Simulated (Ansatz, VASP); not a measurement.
# RbSbS3: VASP beside Ansatz

Wanted: the spread between two codes on one cell, functional and k mesh. The cell is generated by rule, not measured, and may not be a known phase. The cell is taken from a series of runs on this material, whose earlier steps may have relaxed, scaled, displaced or heated it; both programs get it as it stands.

Program: Ansatz 0.2.0. Level of theory: plane waves, with VASP 6.6.1 beside it; zone-centre phonons at PBEsol. Results are calculated unless marked as measured.

The structure was built from a prototype and need not be the compound's stable phase.

## (1) Set-up

The structure is cubic, space group Pm-3m (No. 221). The conventional cell has a = 5.071 Å, b = 5.071 Å, c = 5.071 Å, α = 90.00°, β = 90.00°, γ = 90.00°. Rb has 12 S at 3.59 Å nearest. Sb has 6 S at 2.54 Å nearest. Nearest to S lie 2 Sb at 2.54 Å and 4 Rb at 3.59 Å. Farther neighbours and most contacts between anions are not listed.

## (2) VASP: zone-centre phonons, PBEsol

Second derivatives magnify differences that forces hide, and they need a tight electronic threshold.

Lines of VASP's logs that name or quote its potential files are left out, and so is its time.

Contents of INCAR:

```
SYSTEM = RbSbS3
PREC = Accurate
ENCUT = 500
EDIFF = 1E-08
NELM = 120
ISMEAR = 1
SIGMA = 0.2
LREAL = .FALSE.
ALGO = Normal
GGA = PS
NBANDS = 22
LORBIT = 11
LWAVE = .FALSE.
LCHARG = .FALSE.
ISIF = 2
IBRION = 8
LASPH = .TRUE.
GGA_COMPAT = .FALSE.
KPAR = 2
```

Contents of POSCAR:

```
RbSbS3
1.0
    5.0714313962      0.0000000000      0.0000000000
    0.0000000000      5.0714313962      0.0000000000
    0.0000000000      0.0000000000      5.0714313962
Rb Sb S
1 1 3
Direct
    0.0000000000      0.0000000000      0.0000000000
    0.5000000000      0.5000000000      0.5000000000
    0.5000000000      0.5000000000      0.0000000000
    0.5000000000      0.0000000000      0.5000000000
    0.0000000000      0.5000000000      0.5000000000
```

Contents of KPOINTS:

```
Automatic mesh
0
Gamma
8 8 8
0 0 0
```

PAW data sets: Rb_sv, Sb and S (PBE family, release 64).

Launch:

```
$ mpirun -np 2 vasp_std
```

Numbers of over 12 decimals in the logs are rounded to 6 here.

The program printed:

```text
[banner, memory and clock lines left out]
running    2 mpi-ranks, on    1 nodes
 distrk:  each k-point on    1 cores,    2 groups
 distr:  one band on    1 cores,    1 groups

 POSCAR found type information on POSCAR RbSbS
 POSCAR found :  3 types and       5 ions
|                                                                             |
|               ----> ADVICE to this user running VASP <----                  |
|                                                                             |
|     You enforced a specific xc type in the INCAR file but a different       |
|     [... a line on the potential file left out ...]
|     I HOPE YOU KNOW WHAT YOU ARE DOING!                                     |
|                                                                             |

 LDA part: xc-table for (Slater+PW92), standard interpolation
 POSCAR, INCAR and KPOINTS ok, starting setup
 FFT: planning ... GRIDC
 FFT: planning ... GRID_SOFT
 FFT: planning ... GRID
 WAVECAR not read
 entering main loop
       N       E                     dE             d eps       ncg     rms          rms(c)
DAV:   1     0.180758260102E+03    0.18076E+03   -0.12902E+04  1540   0.121E+03
DAV:   2    -0.715671877715E+01   -0.18791E+03   -0.18128E+03  2138   0.211E+02
DAV:   3    -0.208304527692E+02   -0.13674E+02   -0.13491E+02  1984   0.635E+01
DAV:   4    -0.212244972409E+02   -0.39404E+00   -0.39334E+00  2364   0.105E+01
DAV:   5    -0.212323077956E+02   -0.78106E-02   -0.78094E-02  2036   0.135E+00    0.922E+00
DAV:   6    -0.201998487151E+02    0.10325E+01   -0.17514E+00  1816   0.581E+00    0.674E+00
DAV:   7    -0.201845196365E+02    0.15329E-01   -0.29331E-01  1942   0.237E+00    0.291E+00
DAV:   8    -0.201813955950E+02    0.31240E-02   -0.37279E-02  1836   0.933E-01    0.645E-01
DAV:   9    -0.201804873794E+02    0.90822E-03   -0.51075E-03  1942   0.414E-01    0.110E-01
DAV:  10    -0.201804721834E+02    0.15196E-04   -0.49988E-04  1920   0.123E-01    0.460E-02
DAV:  11    -0.201805024803E+02   -0.30297E-04   -0.68297E-05  2046   0.484E-02    0.283E-02
DAV:  12    -0.201805047617E+02   -0.22814E-05   -0.54766E-06  1950   0.138E-02    0.530E-03
DAV:  13    -0.201805046427E+02    0.11905E-06   -0.12127E-06  1926   0.582E-03    0.274E-03
DAV:  14    -0.201805048018E+02   -0.15914E-06   -0.12608E-07  1960   0.185E-03    0.152E-03
DAV:  15    -0.201805048551E+02   -0.53233E-07   -0.82770E-09  1340   0.538E-04    0.433E-04
DAV:  16    -0.201805048957E+02   -0.40650E-07   -0.32702E-09  1328   0.301E-04    0.791E-05
DAV:  17    -0.201805048958E+02   -0.97089E-10   -0.98250E-10  1298   0.171E-04
   1 F= -.20180505E+02 E0= -.20181170E+02  d E =0.199436E-02
 Linear response reoptimize wavefunctions to high precision
DAV:   1    -0.201805048929E+02    0.29327E-08   -0.23883E-10  1304   0.831E-05
DAV:   2    -0.201805048930E+02   -0.77080E-10   -0.83087E-11  1292   0.448E-05
 Linear response DOF=           4
 Linear response progress:
  Degree of freedom:   1/  4
       N       E                     dE             d eps       ncg     rms          rms(c)
RMM:   1    -0.234557468618E+00   -0.23456E+00    0.16202E-01  6287   0.191E+00
RMM:   2    -0.240308419125E+00   -0.57510E-02   -0.21400E-02  6127   0.430E-01    0.308E-02
RMM:   3    -0.241843824748E+00   -0.15354E-02   -0.28789E-03  6832   0.147E-01    0.225E-02
RMM:   4    -0.241927451408E+00   -0.83627E-04   -0.50908E-05  6783   0.276E-02    0.141E-02
RMM:   5    -0.241973330335E+00   -0.45879E-04   -0.95226E-06  6947   0.126E-02    0.327E-03
RMM:   6    -0.241987234123E+00   -0.13904E-04   -0.10870E-06  7227   0.370E-03    0.127E-03
RMM:   7    -0.241991960870E+00   -0.47267E-05   -0.46849E-08  7304   0.137E-03    0.401E-04
RMM:   8    -0.241992309276E+00   -0.34841E-06   -0.11303E-07  7465   0.543E-04    0.123E-04
RMM:   9    -0.241991626997E+00    0.68228E-06    0.21816E-08  7522   0.260E-04    0.394E-05
RMM:  10    -0.241991524017E+00    0.10298E-06   -0.80396E-09  7314   0.168E-04    0.174E-05
RMM:  11    -0.241991500744E+00    0.23273E-07   -0.16025E-08  7667   0.124E-04    0.986E-06
RMM:  12    -0.241991448024E+00    0.52720E-07   -0.16148E-08  7297   0.112E-04    0.280E-06
RMM:  13    -0.241991445067E+00    0.29576E-08   -0.12740E-08  7562   0.106E-04    0.783E-07
 first order change of Fermi-energy  -0.84748E-04
 force on displaced ion       1 direction 1 :  -1.178   0.000  -0.000
 Linear response progress:
  Degree of freedom:   2/  4
       N       E                     dE             d eps       ncg     rms          rms(c)
RMM:   1    -0.288446836505E-01   -0.28845E-01    0.11203E-02  6382   0.114E+00
RMM:   2    -0.278802455032E-01    0.96444E-03   -0.25753E-03  5577   0.247E-01    0.186E-01
RMM:   3    -0.277408856412E-01    0.13936E-03   -0.95317E-05  5681   0.454E-02    0.108E-01
RMM:   4    -0.275831907358E-01    0.15769E-03   -0.54626E-05  5704   0.303E-02    0.114E-02
RMM:   5    -0.275543147567E-01    0.28876E-04   -0.70045E-06  5962   0.100E-02    0.129E-03
RMM:   6    -0.275588184769E-01   -0.45037E-05   -0.36876E-07  6193   0.224E-03    0.913E-04
RMM:   7    -0.275599737576E-01   -0.11553E-05    0.38605E-08  6413   0.921E-04    0.329E-04
RMM:   8    -0.275596013341E-01    0.37242E-06   -0.68825E-08  6774   0.348E-04    0.164E-04
RMM:   9    -0.275592367879E-01    0.36455E-06    0.72862E-08  6663   0.251E-04    0.970E-05
RMM:  10    -0.275593105415E-01   -0.73754E-07    0.18585E-08  6834   0.127E-04    0.210E-05
RMM:  11    -0.275592488175E-01    0.61724E-07    0.98459E-08  7173   0.610E-05    0.103E-05
RMM:  12    -0.275592491248E-01   -0.30736E-09    0.12315E-09  7182   0.421E-05    0.322E-06
 first order change of Fermi-energy   0.15782E-03
 force on displaced ion       2 direction 1 :  -1.043   0.000  -0.000
 Linear response progress:
  Degree of freedom:   3/  4
       N       E                     dE             d eps       ncg     rms          rms(c)
RMM:   1    -0.114991916772E+00   -0.11499E+00   -0.17300E-02 11123   0.151E+00
RMM:   2    -0.112217693842E+00    0.27742E-02   -0.46438E-03  9143   0.293E-01    0.475E-02
RMM:   3    -0.112499184252E+00   -0.28149E-03   -0.18563E-04  9578   0.588E-02    0.332E-02
RMM:   4    -0.112798630928E+00   -0.29945E-03   -0.57506E-05  9685   0.281E-02    0.124E-02
RMM:   5    -0.112797831660E+00    0.79927E-06   -0.57563E-06 10915   0.887E-03    0.593E-03
RMM:   6    -0.112795963298E+00    0.18684E-05   -0.84987E-07 11029   0.349E-03    0.204E-03
RMM:   7    -0.112798328884E+00   -0.23656E-05    0.61366E-08 11733   0.112E-03    0.129E-03
RMM:   8    -0.112800940510E+00   -0.26116E-05    0.80445E-07 10711   0.922E-04    0.226E-04
RMM:   9    -0.112799921019E+00    0.10195E-05    0.30690E-06 11973   0.380E-04    0.535E-05
RMM:  10    -0.112800458257E+00   -0.53724E-06   -0.98640E-07 12143   0.203E-04    0.548E-05
RMM:  11    -0.112800413531E+00    0.44726E-07    0.84607E-07 12930   0.127E-04    0.184E-05
RMM:  12    -0.112800328799E+00    0.84732E-07   -0.35663E-08 12955   0.101E-04    0.480E-06
RMM:  13    -0.112800326053E+00    0.27465E-08   -0.10174E-08 13126   0.927E-05    0.296E-06
 first order change of Fermi-energy   0.26191E-03
 force on displaced ion       3 direction 1 :   0.043   0.000   0.000
 Linear response progress:
  Degree of freedom:   4/  4
       N       E                     dE             d eps       ncg     rms          rms(c)
RMM:   1    -0.117086324843E+00   -0.11709E+00    0.16053E-02  6717   0.162E+00
RMM:   2    -0.113510618714E+00    0.35757E-02   -0.45026E-03  5302   0.313E-01    0.217E-01
RMM:   3    -0.114059279730E+00   -0.54866E-03   -0.77282E-04  5193   0.992E-02    0.104E-01
RMM:   4    -0.114537274538E+00   -0.47799E-03   -0.25539E-04  5581   0.495E-02    0.293E-02
RMM:   5    -0.114509711949E+00    0.27563E-04   -0.27991E-05  5646   0.210E-02    0.828E-03
RMM:   6    -0.114532221006E+00   -0.22509E-04   -0.22893E-06  5886   0.511E-03    0.385E-03
RMM:   7    -0.114538441924E+00   -0.62209E-05   -0.32689E-07  6350   0.200E-03    0.239E-03
RMM:   8    -0.114543296579E+00   -0.48547E-05   -0.15965E-07  6236   0.142E-03    0.462E-04
RMM:   9    -0.114546079033E+00   -0.27825E-05    0.49778E-08  6406   0.545E-04    0.198E-04
RMM:  10    -0.114545407294E+00    0.67174E-06    0.38163E-07  6764   0.224E-04    0.400E-05
RMM:  11    -0.114545425971E+00   -0.18677E-07   -0.19517E-07  7076   0.125E-04    0.125E-05
RMM:  12    -0.114545477842E+00   -0.51871E-07   -0.29669E-08  7386   0.982E-05    0.248E-06
RMM:  13    -0.114545485812E+00   -0.79699E-08    0.12156E-08  7489   0.887E-05    0.456E-06
 first order change of Fermi-energy  -0.34948E-03
 force on displaced ion       3 direction 3 :   0.000   0.000  -4.133
 Linear response finished
```

Parts of OUTCAR (step 2):

```text
ion  position               nearest neighbor table
   1  0.000  0.000  0.000-   3 3.59   4 3.59   5 3.59   4 3.59   5 3.59   3 3.59   5 3.59   5 3.59
                             3 3.59   4 3.59   4 3.59   3 3.59   2 4.39   2 4.39   2 4.39   2 4.39
   2  0.500  0.500  0.500-   3 2.54   4 2.54   5 2.54   3 2.54   4 2.54   5 2.54   1 4.39   1 4.39
                             1 4.39   1 4.39   1 4.39   1 4.39   1 4.39   1 4.39
   3  0.500  0.500  0.000-   2 2.54   2 2.54   1 3.59   1 3.59   1 3.59   1 3.59
   4  0.500  0.000  0.500-   2 2.54   2 2.54   1 3.59   1 3.59   1 3.59   1 3.59
   5  0.000  0.500  0.500-   2 2.54   2 2.54   1 3.59   1 3.59   1 3.59   1 3.59

  LATTYP: Found a simple cubic cell.
 ALAT       =     5.0714313962

 Subroutine GETGRP returns: Found 48 space group operations
 (whereof 48 operations were pure point group operations)

The static configuration has the point symmetry O_h .

 Found     35 irreducible k-points:

   k-points           NKPTS =     35   k-points in BZ     NKDIM =     35   number of bands    NBANDS=     22

   dimension x,y,z NGX =    40 NGY =   40 NGZ =   40
   dimension x,y,z NGXF=    80 NGYF=   80 NGZF=   80

   ENCUT  =  500.0 eV  36.75 Ry    6.06 a.u.   9.25  9.25  9.25*2*pi/ulx,y,z

   NELECT =      32.0000    total number of electrons

 k-points in reciprocal lattice and weights: Automatic mesh
   0.00000000  0.00000000  0.00000000       0.002
   0.12500000  0.00000000  0.00000000       0.012
   0.25000000  0.00000000  0.00000000       0.012
   0.37500000  0.00000000  0.00000000       0.012
   0.50000000  0.00000000  0.00000000       0.006
   0.12500000  0.12500000  0.00000000       0.023
   0.25000000  0.12500000  0.00000000       0.047
   0.37500000  0.12500000  0.00000000       0.047
   0.50000000  0.12500000  0.00000000       0.023
[...]
0.50000000  0.50000000  0.37500000       0.012
   0.50000000  0.50000000  0.50000000       0.002

 average (electrostatic) potential at core
       1 -34.5193       2 -90.2762       3 -87.8555       4 -87.8555       5 -87.8555

  Total        0.0185956      0.0185956      0.0185956     -0.0000000     -0.0000000      0.0000000
[...]
POSITION                                       TOTAL-FORCE (eV/Angst)
 -----------------------------------------------------------------------------------
      0.00000      0.00000      0.00000         0.000000      0.000000      0.000000
      2.53572      2.53572      2.53572         0.000000      0.000000      0.000000
      2.53572      2.53572      0.00000         0.000000      0.000000      0.000000
      2.53572      0.00000      2.53572         0.000000      0.000000      0.000000
      0.00000      2.53572      2.53572         0.000000      0.000000      0.000000
 -----------------------------------------------------------------------------------
    total drift:                                0.000000     -0.000000     -0.000000

 Eigenvectors and eigenvalues of the dynamical matrix
 ----------------------------------------------------

   1 f  =    6.076003 THz    38.176654 2PiTHz  202.673650 cm-1    25.128319 meV
             X         Y         Z           dx          dy          dz
      0.000000  0.000000  0.000000     0.000653   -0.000016    0.006759
      2.535716  2.535716  2.535716    -0.032197    0.000797   -0.333224
      2.535716  2.535716  0.000000    -0.013475    0.000334    0.916932
      2.535716  0.000000  2.535716    -0.013475   -0.002194   -0.139456
      0.000000  2.535716  2.535716     0.088597    0.000334   -0.139456

   2 f  =    6.076003 THz    38.176654 2PiTHz  202.673650 cm-1    25.128319 meV
             X         Y         Z           dx          dy          dz
      0.000000  0.000000  0.000000     0.000168    0.006788    0.000000
      2.535716  2.535716  2.535716    -0.008289   -0.334674    0.000000
      2.535716  2.535716  0.000000    -0.003469   -0.140063    0.000000
      2.535716  0.000000  2.535716    -0.003469    0.920923    0.000000
      0.000000  2.535716  2.535716     0.022809   -0.140063   -0.000000

   3 f  =    6.076003 THz    38.176654 2PiTHz  202.673650 cm-1    25.128319 meV
             X         Y         Z           dx          dy          dz
      0.000000  0.000000  0.000000     0.006757   -0.000167   -0.000653
      2.535716  2.535716  2.535716    -0.333122    0.008251    0.032207
      2.535716  2.535716  0.000000    -0.139413    0.003453   -0.088624
      2.535716  0.000000  2.535716    -0.139413   -0.022703    0.013479
      0.000000  2.535716  2.535716     0.916651    0.003453    0.013479

   4 f  =    2.273991 THz    14.287909 2PiTHz   75.852188 cm-1     9.404469 meV
             X         Y         Z           dx          dy          dz
      0.000000  0.000000  0.000000     0.174422   -0.063688    0.807730
      2.535716  2.535716  2.535716    -0.055158    0.020140   -0.255431
      2.535716  2.535716  0.000000    -0.067363    0.024597   -0.193669
      2.535716  0.000000  2.535716    -0.067363    0.015270   -0.311949
      0.000000  2.535716  2.535716    -0.041821    0.024597   -0.311949

   5 f  =    2.273991 THz    14.287909 2PiTHz   75.852188 cm-1     9.404469 meV
             X         Y         Z           dx          dy          dz
      0.000000  0.000000  0.000000     0.350317    0.750943   -0.016437
      2.535716  2.535716  2.535716    -0.110782   -0.237473    0.005198
      2.535716  2.535716  0.000000    -0.135294   -0.290018    0.003941
      2.535716  0.000000  2.535716    -0.135294   -0.180053    0.006348
      0.000000  2.535716  2.535716    -0.083995   -0.290018    0.006348

   6 f  =    2.273991 THz    14.287909 2PiTHz   75.852188 cm-1     9.404469 meV
             X         Y         Z           dx          dy          dz
      0.000000  0.000000  0.000000     0.730590   -0.344871   -0.184956
      2.535716  2.535716  2.535716    -0.231037    0.109060    0.058489
      2.535716  2.535716  0.000000    -0.282158    0.133191    0.044347
      2.535716  0.000000  2.535716    -0.282158    0.082689    0.071431
      0.000000  2.535716  2.535716    -0.175173    0.133191    0.071431

   7 f/i=    0.002468 THz     0.015509 2PiTHz    0.082335 cm-1     0.010208 meV
             X         Y         Z           dx          dy          dz
      0.000000  0.000000  0.000000     0.433866   -0.298302    0.058222
      2.535716  2.535716  2.535716     0.519245   -0.357004    0.069679
      2.535716  2.535716  0.000000     0.266385   -0.183151    0.035766
      2.535716  0.000000  2.535716     0.266385   -0.183251    0.035747
      0.000000  2.535716  2.535716     0.266530   -0.183151    0.035747

   8 f/i=    0.002468 THz     0.015509 2PiTHz    0.082335 cm-1     0.010208 meV
             X         Y         Z           dx          dy          dz
      0.000000  0.000000  0.000000     0.301561    0.435158   -0.017667
      2.535716  2.535716  2.535716     0.360904    0.520791   -0.021143
      2.535716  2.535716  0.000000     0.185152    0.267178   -0.010853
      2.535716  0.000000  2.535716     0.185152    0.267324   -0.010847
      0.000000  2.535716  2.535716     0.185253    0.267178   -0.010847

   9 f/i=    0.002468 THz     0.015509 2PiTHz    0.082335 cm-1     0.010208 meV
             X         Y         Z           dx          dy          dz
      0.000000  0.000000  0.000000     0.037879   -0.047614   -0.526224
      2.535716  2.535716  2.535716     0.045333   -0.056983   -0.629777
      2.535716  2.535716  0.000000     0.023257   -0.029234   -0.323267
      2.535716  0.000000  2.535716     0.023257   -0.029250   -0.323090
      0.000000  2.535716  2.535716     0.023270   -0.029234   -0.323090

  10 f/i=    0.203981 THz     1.281651 2PiTHz    6.804076 cm-1     0.843598 meV
             X         Y         Z           dx          dy          dz
      0.000000  0.000000  0.000000     0.000000    0.000000    0.000000
      2.535716  2.535716  2.535716     0.000000    0.000000    0.000000
      2.535716  2.535716  0.000000     0.008203   -0.120678    0.000000
      2.535716  0.000000  2.535716    -0.008203    0.000000    0.696685
      0.000000  2.535716  2.535716     0.000000    0.120678   -0.696685

  11 f/i=    0.203981 THz     1.281651 2PiTHz    6.804076 cm-1     0.843598 meV
             X         Y         Z           dx          dy          dz
      0.000000  0.000000  0.000000     0.000000    0.000000    0.000000
      2.535716  2.535716  2.535716     0.000000    0.000000    0.000000
      2.535716  2.535716  0.000000    -0.033472    0.695884    0.000000
      2.535716  0.000000  2.535716     0.033472    0.000000    0.120933
      0.000000  2.535716  2.535716     0.000000   -0.695884   -0.120933

  12 f/i=    0.203981 THz     1.281651 2PiTHz    6.804076 cm-1     0.843598 meV
             X         Y         Z           dx          dy          dz
      0.000000  0.000000  0.000000     0.000000    0.000000    0.000000
      2.535716  2.535716  2.535716     0.000000    0.000000    0.000000
      2.535716  2.535716  0.000000     0.706266    0.034382    0.000000
      2.535716  0.000000  2.535716    -0.706266    0.000000   -0.002361
      0.000000  2.535716  2.535716     0.000000   -0.034382    0.002361

  13 f/i=    2.398124 THz    15.067857 2PiTHz   79.992802 cm-1     9.917839 meV
             X         Y         Z           dx          dy          dz
      0.000000  0.000000  0.000000     0.004140    0.003595    0.180008
      2.535716  2.535716  2.535716    -0.014849   -0.012897   -0.645696
      2.535716  2.535716  0.000000     0.011991    0.010415   -0.077375
      2.535716  0.000000  2.535716     0.011991   -0.001545    0.521421
      0.000000  2.535716  2.535716    -0.001779    0.010415    0.521421

  14 f/i=    2.398124 THz    15.067857 2PiTHz   79.992802 cm-1     9.917839 meV
             X         Y         Z           dx          dy          dz
      0.000000  0.000000  0.000000    -0.126308    0.128372    0.000341
      2.535716  2.535716  2.535716     0.453069   -0.460474   -0.001222
      2.535716  2.535716  0.000000    -0.365869    0.371849   -0.000146
      2.535716  0.000000  2.535716    -0.365869   -0.055179    0.000987
      0.000000  2.535716  2.535716     0.054292    0.371849    0.000987

  15 f/i=    2.398124 THz    15.067857 2PiTHz   79.992802 cm-1     9.917839 meV
             X         Y         Z           dx          dy          dz
      0.000000  0.000000  0.000000    -0.128306   -0.126257    0.005472
      2.535716  2.535716  2.535716     0.460236    0.452887   -0.019630
      2.535716  2.535716  0.000000    -0.371657   -0.365722   -0.002352
      2.535716  0.000000  2.535716    -0.371657    0.054270    0.015852
      0.000000  2.535716  2.535716     0.055151   -0.365722    0.015852

 ELASTIC MODULI CONTR FROM IONIC RELAXATION (kBar)
 Direction    XX          YY          ZZ          XY          YZ          ZX
 --------------------------------------------------------------------------------
 XX           0.0000      0.0000      0.0000      0.0000      0.0000      0.0000
 YY           0.0000      0.0000      0.0000      0.0000      0.0000      0.0000
 ZZ           0.0000      0.0000      0.0000      0.0000      0.0000      0.0000
 XY           0.0000      0.0000      0.0000      0.0000      0.0000      0.0000
 YZ           0.0000      0.0000      0.0000      0.0000      0.0000      0.0000
 ZX           0.0000      0.0000      0.0000      0.0000      0.0000      0.0000
 --------------------------------------------------------------------------------
```

[end of part 1 of 2]

[Lines on the potential files, build, host, timing and source positions are cut from VASP's logs without a mark.]

[Logs are printed without paths, hosts, clocks, repeated set-up lines and the standing remarks that a program may print on its own settings, such as how far it seeks lower states.]

[Hosts, paths, dates, database ids (printed as entryN), source tags and the programs' standing remarks are cut or masked in the printed files.]
